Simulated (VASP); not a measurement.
Consider the following.

```
KMgF3
1.0
    3.89636     0.00000     0.00000
    0.00000     3.89636     0.00000
    0.00000     0.00000     3.89636
K Mg F
1 1 3
Direct
  0.00000   0.00000   0.00000
  0.50000   0.50000   0.50000
  0.50000   0.00000   0.50000
  0.00000   0.50000   0.50000
  0.50000   0.50000   0.00000
```

Computed with LDA (Ceperley-Alder, Perdew-Zunger), VASP's LDA PAW potentials (set 64) (plane waves; VASP). Numerical set-up: 620 eV cut-off, 6×6×6 Γ-centred mesh, Gaussian smearing of 0.050 eV, potentials K_sv Mg F.

Question: Predict the energy per atom (σ→0), band gap (on the k-mesh) with the smallest direct gap where there is one.

Answer: 
```
Item                                         Result
-----------------------------------  --------------
band gap (on the k-mesh)                    7.50 eV
smallest direct gap (on the k-mesh)         7.82 eV
energy per atom (σ→0)                -5.428 eV/atom
```

The absolute energy has meaning only against runs of the same code, potentials and settings.

The compound is KMgF3 in the cubic perovskite structure. It was relaxed first, which changed the volume by -7 %.
